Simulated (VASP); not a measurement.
```
CELL_PARAMETERS angstrom
      1.50902    -2.61370     0.00000
      1.50902     2.61370     0.00000
      0.00000     0.00000     3.18648
ATOMIC_POSITIONS crystal
  Ti 0.00000 0.00000 0.00000
  B  0.33333 0.66667 0.50000
  B  0.66667 0.33333 0.50000
```

Calculation: PBEsol GGA, VASP's PBE PAW potentials (set 64) (plane waves; VASP 6.6.1). Settings: 600 eV cut-off, 12×12×10 Γ-centred mesh, first-order Methfessel-Paxton smearing of 0.10 eV, potentials Ti_sv B.

Q: Predict the energy per atom (σ→0), band gap (on the k-mesh) with the smallest direct gap where there is one.

A: 
```json
{
  "band gap (on the k-mesh)": "none (metal, semimetal or under 0.01 eV)",
  "energy per atom (σ→0)": "-8.598 eV/atom"
}
```

The compound is TiB2 in the AlB2 type structure. It was relaxed first.
